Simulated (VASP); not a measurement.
Calculation: LDA (Ceperley-Alder, Perdew-Zunger), VASP's LDA PAW potentials (set 64) (plane waves; VASP).

A VASP calculation is set up with these files.

File KPOINTS:
```
k-points along high-symmetry lines
10
Line-mode
Reciprocal
  0.000000   0.000000   0.000000 ! GAMMA
  0.500000   0.000000   0.000000 ! M

  0.500000   0.000000   0.000000 ! M
  0.333333   0.333333   0.000000 ! K

  0.333333   0.333333   0.000000 ! K
  0.000000   0.000000   0.000000 ! GAMMA

  0.000000   0.000000   0.000000 ! GAMMA
  0.000000   0.000000   0.500000 ! A

  0.000000   0.000000   0.500000 ! A
  0.500000   0.000000   0.500000 ! L

  0.500000   0.000000   0.500000 ! L
  0.333333   0.333333   0.500000 ! H

  0.333333   0.333333   0.500000 ! H
  0.000000   0.000000   0.500000 ! A

  0.500000   0.000000   0.500000 ! L
  0.500000   0.000000   0.000000 ! M

  0.333333   0.333333   0.500000 ! H
  0.333333   0.333333   0.000000 ! K
```

### POSCAR
```
InGaN2
1
    3.3264679891    -0.0000000000     0.0000000000
   -1.6632339945     2.8808053202     0.0000000000
    0.0000000000     0.0000000000     5.4561992354
In Ga N
1 1 2
Direct
  0.0000000000   0.0000000000   0.9971156582
  0.6666670000   0.3333330000   0.4959244872
  0.6666670000   0.3333330000   0.1460448234
  0.0000000000   0.0000000000   0.6025150312
```

INCAR:
```
LMAXMIX = 4
PREC = Accurate
NELM = 100   # most electronic steps
LREAL = .FALSE.   # projection in real space or not
LORBIT = 11   # lm-projected
EDIFF = 1E-7   # SCF stop (eV)
SIGMA = 0.05   # width (eV)
LCHARG = .FALSE.
ICHARG = 11   # fixed density
ALGO = Normal   # blocked Davidson
ENCUT = 520   # plane-wave cut-off (eV)
SYSTEM = InGaN2
ISMEAR = 0   # Gaussian
LASPH = .TRUE.
LWAVE = .FALSE.
```

POTCAR, in this order: In_d Ga_d N (LDA.64 set). Program: vasp_std. Read from the step before: CHGCAR.

Output

### OUTCAR
```
 ion  position               nearest neighbor table
   1  0.000  0.000  0.997-   3 2.09   3 2.09   3 2.09   4 2.15   2 3.33   2 3.33   2 3.33   2 3.34
                             2 3.34   2 3.34
   2  0.667  0.333  0.496-   3 1.91   4 2.01   4 2.01   4 2.01   1 3.33   1 3.33   1 3.33   1 3.34
                             1 3.34   1 3.34
   3  0.667  0.333  0.146-   2 1.91   1 2.09   1 2.09   1 2.09
   4  0.000  0.000  0.603-   2 2.01   2 2.01   2 2.01   1 2.15
  LATTYP: Found a hexagonal cell.
 ALAT       =     3.3264679891
 C/A-ratio  =     1.6402380102
 Subroutine PRICEL returns:
 Original cell was already a primitive cell.
 Subroutine GETGRP returns: Found  6 space group operations
The static configuration has the point symmetry C_3v.
The dynamic configuration has the point symmetry C_3v.
 Subroutine INISYM returns: Found  6 space group operations
   k-points           NKPTS =     90   k-points in BZ     NKDIM =     90   number of bands    NBANDS=     22
   number of dos      NEDOS =    301   number of ions     NIONS =      4
   total plane-waves  NPLWV =  32928
   dimension x,y,z NGX =    28 NGY =   28 NGZ =   42
   dimension x,y,z NGXF=    56 NGYF=   56 NGZF=   84
   ions per type =               1   1   2
   PREC   = accura    normal or accurate (medium, high low for compatibility)
   ISTART =      0    job   : 0-new  1-cont  2-samecut
   ICHARG =     11    charge: 1-file 2-atom 10-const
...
```

File OSZICAR:
```
       N       E                     dE             d eps       ncg     rms          rms(c)
DAV:   1     0.307517256748E+03    0.30752E+03   -0.18085E+04  4030   0.268E+03
DAV:   2     0.141455357100E+02   -0.29337E+03   -0.28620E+03  4238   0.534E+02
DAV:   3    -0.233211285029E+02   -0.37467E+02   -0.36828E+02  4630   0.172E+02
DAV:   4    -0.250661046282E+02   -0.17450E+01   -0.17383E+01  5212   0.368E+01
DAV:   5    -0.251163643755E+02   -0.50260E-01   -0.50241E-01  5552   0.594E+00
DAV:   6    -0.251180577279E+02   -0.16934E-02   -0.16933E-02  5424   0.923E-01
DAV:   7    -0.251180981473E+02   -0.40419E-04   -0.40419E-04  5680   0.151E-01
DAV:   8    -0.251180991943E+02   -0.10470E-05   -0.10470E-05  5438   0.213E-02
DAV:   9    -0.251180992235E+02   -0.29104E-07   -0.29099E-07  3828   0.334E-03
   1 F= -.25118099E+02 E0= -.25118099E+02  d E =-.319914E-11
```

OUTCAR:
```
 val. band max:        6.2404980471   @ k =   0.0000   0.0000   0.0000

 cond. band min:       6.6951644976   @ k =   0.0000   0.0000   0.0000



 k-point     1 :       0.0000    0.0000    0.0000
  band No.  band energies     occupation
      1      -9.2195      2.00000
      2      -8.8547      2.00000
      3      -7.5771      2.00000
      4      -7.5771      2.00000
      5      -7.4957      2.00000
      6      -7.3998      2.00000
      7      -7.3998      2.00000
      8      -7.1757      2.00000
      9      -7.1757      2.00000
     10      -6.7374      2.00000
     11      -6.7374      2.00000
     12      -5.3890      2.00000
     13      -0.6241      2.00000
     14       4.9535      2.00000
     15       4.9535      2.00000
     16       5.8968      2.00000
     17       6.2405      2.00000
     18       6.2405      2.00000
     19       6.6952      0.00000
     20       9.6019      0.00000
     21      13.7184      0.00000
     22      15.2786      0.00000

 k-point     2 :       0.0556    0.0000    0.0000
  band No.  band energies     occupation
      1      -9.2014      2.00000
      2      -8.8516      2.00000
      3      -7.5729      2.00000
      4      -7.5696      2.00000
      5      -7.4890      2.00000
      6      -7.4006      2.00000
      7      -7.3997      2.00000
      8      -7.1662      2.00000
      9      -7.1647      2.00000
     10      -6.7466      2.00000
     11      -6.7380      2.00000
     12      -5.3611      2.00000
     13      -0.5841      2.00000
     14       4.6868      2.00000
     15       4.8968      2.00000
     16       5.7943      2.00000
     17       5.9269      2.00000
     18       6.2140      2.00000
     19       7.1221      0.00000
     20       9.7772      0.00000
     21      13.7251      0.00000
     22      15.0445      0.00000

 k-point     3 :       0.1111    0.0000    0.0000
  band No.  band energies     occupation
      1      -9.1529      2.00000
      2      -8.8427      2.00000
...
```

The density is held fixed in this step, so its total energy and stress have no physical meaning. Unless said otherwise, spin-orbit coupling is left out, though it shifts the bands of the heavy elements here.

The structure comes from a computed database's InGaN2 entry (P3m1); how it stands against other phases isn't given here. It was relaxed first, which changed the volume by -6 %.
